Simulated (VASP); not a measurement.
Calculation: r2SCAN meta-GGA, VASP's PBE PAW potentials (set 64) (plane waves; VASP 6.6.1).

The input files of a VASP run:

**POSCAR**
```
Sn
1
   -2.0269259564     2.0269259564     1.6585933454
    2.0269259564    -2.0269259564     1.6585933454
    2.0269259564     2.0269259564    -1.6585933454
Sn
1
Direct
  0.0000000000   0.0000000000   0.0000000000
```

**INCAR**
```
ALGO  =  Normal
EDIFF  =  1E-8
EDIFFG  =  -0.001
ENCUT  =  400
IBRION  =  1
ISIF  =  2
ISMEAR  =  1
LASPH  =  T
LCHARG  =  F
LMAXMIX  =  4
LMIXTAU  =  T
LREAL  =  F
LWAVE  =  F
METAGGA  =  R2SCAN
NELM  =  100
NSW  =  30
PREC  =  Accurate
SIGMA  =  0.1
SYSTEM  =  Sn
```

**KPOINTS**
```
Automatic mesh
0
Gamma
13 13 13
0 0 0
```

POTCAR, in this order: Sn_d (PBE.64 set). Program: vasp_std.

Output of the run:

**OSZICAR**
```
       N       E                     dE             d eps       ncg     rms          rms(c)
DAV:   1     0.444011642855E+02    0.44401E+02   -0.67564E+03  4391   0.168E+03
DAV:   2    -0.226422521405E+02   -0.67043E+02   -0.65537E+02  4438   0.304E+02
DAV:   3    -0.265527060271E+02   -0.39105E+01   -0.38923E+01  4933   0.726E+01
DAV:   4    -0.266371726136E+02   -0.84467E-01   -0.84442E-01  4991   0.114E+01
DAV:   5    -0.266407206925E+02   -0.35481E-02   -0.35480E-02  5383   0.217E+00    0.229E+00
DAV:   6    -0.244021903972E+02    0.22385E+01   -0.66121E-01  4969   0.178E+01    0.105E+00
DAV:   7    -0.244840132598E+02   -0.81823E-01   -0.10361E-01  4387   0.516E+00    0.728E-01
DAV:   8    -0.244966862368E+02   -0.12673E-01   -0.74717E-02  4369   0.245E+00    0.116E-01
DAV:   9    -0.245154192261E+02   -0.18733E-01   -0.11036E-02  4498   0.100E+00    0.417E-02
DAV:  10    -0.245153743043E+02    0.44922E-04   -0.28692E-04  4972   0.163E-01    0.344E-02
DAV:  11    -0.245157931338E+02   -0.41883E-03   -0.60705E-04  4750   0.412E-01    0.191E-02
DAV:  12    -0.245157840679E+02    0.90659E-05   -0.52459E-05  4510   0.880E-02    0.139E-02
DAV:  13    -0.245158293466E+02   -0.45279E-04   -0.23538E-05  4780   0.742E-02    0.617E-03
DAV:  14    -0.245158337419E+02   -0.43953E-05   -0.20055E-05  4809   0.747E-02    0.169E-03
DAV:  15    -0.245158329405E+02    0.80133E-06   -0.86854E-07  4678   0.122E-02    0.136E-03
DAV:  16    -0.245158345636E+02   -0.16231E-05   -0.11196E-06  4468   0.126E-02    0.634E-04
DAV:  17    -0.245158344569E+02    0.10672E-06   -0.93437E-08  4729   0.440E-03    0.207E-04
DAV:  18    -0.245158345182E+02   -0.61261E-07   -0.19072E-08  4519   0.146E-03    0.136E-04
DAV:  19    -0.245158345080E+02    0.10146E-07   -0.53462E-09  3048   0.804E-04    0.108E-04
DAV:  20    -0.245158345227E+02   -0.14662E-07   -0.13571E-09  2306   0.580E-04    0.188E-05
DAV:  21    -0.245158344938E+02    0.28868E-07   -0.50019E-10  2282   0.341E-04    0.187E-05
DAV:  22    -0.245158344973E+02   -0.34554E-08   -0.42301E-11  2273   0.111E-04
   1 F= -.24515834E+02 E0= -.24515759E+02  d E =-.245158E+02
```

File OUTCAR:
```
------------------------ aborting loop because EDIFF is reached ----------------------------------------
  FORCE on cell =-STRESS in cart. coord.  units (eV):
  Direction    XX          YY          ZZ          XY          YZ          ZX
  --------------------------------------------------------------------------------------
  Total       -0.0022177     -0.0022177      0.0009241      0.0000000      0.0000000      0.0000000
  in kB       -0.1303561     -0.1303561      0.0543215      0.0000000      0.0000000      0.0000000
  external PRESSURE =      -0.0687969 kB  Pullay stress =       0.0000000 kB
  volume of cell :       27.26
      direct lattice vectors                 reciprocal lattice vectors
    -2.026925956  2.026925956  1.658593345     0.000000000  0.246678966  0.301460271
     2.026925956 -2.026925956  1.658593345     0.246678966  0.000000000  0.301460271
     2.026925956  2.026925956 -1.658593345     0.246678966  0.246678966  0.000000000
 POSITION                                       TOTAL-FORCE (eV/Angst)
 -----------------------------------------------------------------------------------
      0.00000      0.00000      0.00000         0.000000      0.000000     -0.000000
 -----------------------------------------------------------------------------------
    total drift:                               -0.000000     -0.000000      0.000000
  FREE ENERGIE OF THE ION-ELECTRON SYSTEM (eV)
  ---------------------------------------------------
  free  energy   TOTEN  =       -24.5158344973 eV

  energy  without entropy=      -24.5156067528  energy(sigma->0) =      -24.51575858

 reached required accuracy - stopping structural energy minimisation
```
(Selected blocks of OUTCAR.)

The structure comes from a computed database's Sn entry (I4/mmm); how it stands against other phases isn't given here. It was relaxed first. The start is the result of an earlier pass.
